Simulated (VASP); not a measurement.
Input:

```
CELL_PARAMETERS angstrom
     -1.54994     1.54994     3.77707
      1.54994    -1.54994     3.77707
      1.54994     1.54994    -3.77707
ATOMIC_POSITIONS crystal
  Si 0.66724 0.66724 0.00000
  Si 0.33276 0.33276 0.00000
  W  0.00000 0.00000 0.00000
```

The numbers are results of PBE GGA, VASP's PBE PAW potentials (set 64) (plane waves; VASP 6.6.1), not measurements. Run with 480 eV cut-off, 12×12×12 Γ-centred mesh, first-order Methfessel-Paxton smearing of 0.10 eV, potentials Si W_sv.

Q: Give the stress tensor in GPa (positive for a compressed cell).

A: 
```
33.42   0.00   0.00
 0.00  33.42   0.00
 0.00   0.00  38.72
```
The pressure is its mean diagonal, 35.18 GPa.

The compound is WSi2 in the MoSi2 type structure. This cell was strained or had an atom moved on purpose. Symmetry was kept, so distortions that lower it aren't found.
